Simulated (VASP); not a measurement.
Here is a VASP 6.6.1 calculation.

Contents of POSCAR:

```
MoS2
1.0
    3.1675334954      0.0000000000      0.0000000000
   -1.5837667477      2.7431644744      0.0000000000
    0.0000000000      0.0000000000     12.3421891146
  Mo              S
     2     4
Direct
     0.3333333332999970    0.6666666667000030    0.2500000000000000
     0.6666666667000030    0.3333333332999970    0.7500000000000000
     0.3333333332999970    0.6666666667000030    0.6228959122189863
     0.6666666667000030    0.3333333332999970    0.1228959122189863
     0.3333333332999970    0.6666666667000030    0.8771040877810137
     0.6666666667000030    0.3333333332999970    0.3771040877810137
```

Contents of INCAR.step1:

```
SYSTEM = MoS2
PREC = Accurate
ENCUT = 600
EDIFF = 1E-8
ISMEAR = 0
SIGMA = 0.03
LREAL = .FALSE.
LASPH = .TRUE.
NELM = 80
ALGO = Fast
ISIF = 3
LWAVE = .FALSE.
LCHARG = .FALSE.
GGA = MK
LUSE_VDW = .TRUE.
AGGAC = 0.0
PARAM1 = 0.1234
PARAM2 = 0.711357
ZAB_VDW = -1.8867
KPAR = 2
IBRION = 2
NSW = 40
EDIFFG = -0.002
```

File INCAR.step2:

```
SYSTEM = MoS2
PREC = Accurate
ENCUT = 600
EDIFF = 1E-8
ISMEAR = 0
SIGMA = 0.03
LREAL = .FALSE.
LASPH = .TRUE.
NELM = 80
ALGO = Fast
ISIF = 2
LWAVE = .FALSE.
LCHARG = .FALSE.
GGA = MK
LUSE_VDW = .TRUE.
AGGAC = 0.0
PARAM1 = 0.1234
PARAM2 = 0.711357
ZAB_VDW = -1.8867
KPAR = 2
IBRION = 6
NFREE = 2
POTIM = 0.015
NSW = 1
```

KPOINTS

```
Automatic mesh
0
G
  12 12 3
  0 0 0
```

Potentials or basis: VASP PAW PBE potentials, release 64 (Mo_sv, S).

Launch:

```sh
$ cat potpaw_PBE.64/Mo_sv/POTCAR potpaw_PBE.64/S/POTCAR > POTCAR
$ cp INCAR.step1 INCAR
$ mpirun -np 2 vasp_std > vasp.out
$ cp CONTCAR POSCAR
$ cp INCAR.step2 INCAR
$ mpirun -np 2 vasp_std > vasp.out
```

Task: Estimate the highest phonon frequency at Γ, LO-TO splitting left out.

Result: 461 cm⁻¹.

Phonon frequencies in cm⁻¹ (negative: imaginary):
```
              q point                                                     frequencies
(0.000, 0.000, 0.000)  0 0 0 32 32 56 277 277 280 280 374 374 374 374 396 402 457 461
```
